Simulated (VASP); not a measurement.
Ga2GeSe2:

```xyz
5
Lattice="-2.5247 2.5247 5.4130 2.5247 -2.5247 5.4130 2.5247 2.5247 -5.4130" Properties=species:S:1:pos:R:3 pbc="T T T"
Ga    0.0000    0.0000    7.7665
Ga    0.0000    0.0000    3.0595
Ge    0.0000    0.0000    5.4130
Se    0.0000    2.5247    2.7065
Se    2.5247    0.0000    2.7065
```

The cell was built by a generator and needn't be a form met in nature.

```yaml
Program: VASP 6.6.1
Task: relaxation of cell and atoms
Functional: PBE
Potentials_or_basis: VASP PAW PBE potentials, release 64 (Ga_d, Ge_d, Se)
Cutoff: 520 eV
k_mesh: 4 × 4 × 4
Occupations: gaussian, width 0.15 eV
Spin: no spin polarisation
```

At the start: pressure 5.4 GPa; volume 27.60 Å³/atom.

Q: Where does the relaxation end?

A: Over 7 steps the energy falls by 57.1 meV/atom and the volume is 31.08 Å³/atom (+12.6 %); space group I4/mmm (No. 139, to 0.05 Å).

Step by step:
```csv
step,energy change (eV),largest force (eV/Å),pressure (GPa),volume (Å³)
1,0.0000,0.5346,5.35,138.02
2,-0.2821,0.0695,-0.27,157.27
3,-0.2837,0.0283,0.12,156.01
4,-0.2834,0.0672,-0.77,156.52
5,-0.2823,0.0314,0.62,153.16
6,-0.2855,0.0839,0.39,155.20
7,-0.2854,0.0583,-0.08,155.39
```

Final structure:
```xyz
5
Lattice="-2.6167 2.6167 5.6735 2.6167 -2.6167 5.6735 2.6167 2.6167 -5.6735" Properties=species:S:1:pos:R:3 pbc="T T T"
Ga    0.0000    0.0000    8.1653
Ga    0.0000    0.0000    3.1818
Ge    0.0000    0.0000    5.6735
Se    0.0000    2.6167    2.8368
Se    2.6167    0.0000    2.8368
```

Caveat: the k mesh is coarse (spacing up to 0.44 Å⁻¹), so the values aren't converged.
